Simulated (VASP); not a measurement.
Input:

```
Sb
1.0
    3.90967    -2.16554    -0.02220
    3.90967     2.16554    -0.02220
    2.73041     0.00000     3.53842
Sb
2
Direct
  0.23498   0.23498   0.23498
  0.76502   0.76502   0.76502
```

Level of theory: AM05 GGA, VASP's PBE PAW potentials (set 64) (plane waves; VASP). Settings: 520 eV cut-off, 8×8×8 Γ-centred mesh, tetrahedra with Blöchl corrections, potentials Sb.

Unless said otherwise, spin-orbit coupling is left out, though it shifts the bands of the heavy elements here.

What does the run give for the energy per atom (σ→0), band gap (on the k-mesh) with the smallest direct gap where there is one?

- band gap (on the k-mesh): none (metal, semimetal or under 0.01 eV)
- energy per atom (σ→0): -412.1 kJ/mol-atom

Total energies compare only between runs with the same potentials, cut-off and functional.

The compound is Sb in the a7 structure. It was relaxed first.
